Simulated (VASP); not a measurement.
The system is C.

```
CELL_PARAMETERS angstrom
2.46729 0.00000 0.00000
-1.23365 2.13674 0.00000
0.00000 0.00000 7.80307
ATOMIC_POSITIONS crystal
C 0.00000 0.00000 0.25000
C 0.00000 0.00000 0.75000
C 0.33333 0.66667 0.25000
C 0.66667 0.33333 0.75000
```

| Item | Value |
| --- | --- |
| Program | VASP 6.6.1 |
| Task | relaxation of cell and atoms |
| Functional | PBE |
| Dispersion | D4 |
| Potentials or basis | VASP PAW PBE potentials, release 64 (C) |
| Cutoff | 520 eV |
| k mesh | 15 × 15 × 4 |
| Occupations | gaussian, width 0.02 eV |
| Spin | no spin polarisation |

At the start: pressure -2.0 GPa; volume 10.28 Å³/atom.

How do energy, volume and symmetry change on relaxing?

Over 12 steps the energy falls by 16.9 meV/atom and the volume is 8.68 Å³/atom (-15.6 %); space group P6_3/mmc (No. 194, to 0.05 Å).

Step by step:
```csv
step,energy change (eV),largest force (eV/Å),pressure (GPa),volume (Å³)
1,0.0000,0.0000,-1.98,41.14
2,-0.0002,0.0000,2.21,40.38
3,-0.0024,0.0000,0.12,40.75
4,-0.0074,0.0000,0.14,40.38
5,-0.0226,0.0000,0.19,39.28
6,-0.0507,0.0000,0.38,37.08
7,-0.0500,0.0000,1.97,32.68
8,-0.0651,0.0000,0.71,35.39
9,-0.0670,0.0000,1.04,34.40
10,-0.0672,0.0000,0.97,34.63
11,-0.0347,0.0000,-8.82,35.50
12,-0.0675,0.0000,-0.03,34.71
```

Final structure:
```
C
1.0
     2.46088    0.00000    0.00000
    -1.23044    2.13119    0.00000
     0.00000    0.00000    6.61830
C
4
Direct
  0.00000 0.00000 0.25000
  0.00000 0.00000 0.75000
  0.33333 0.66667 0.25000
  0.66667 0.33333 0.75000
```

Caveat: the volume moved by over 15 % at a fixed basis, so the end points are rough.
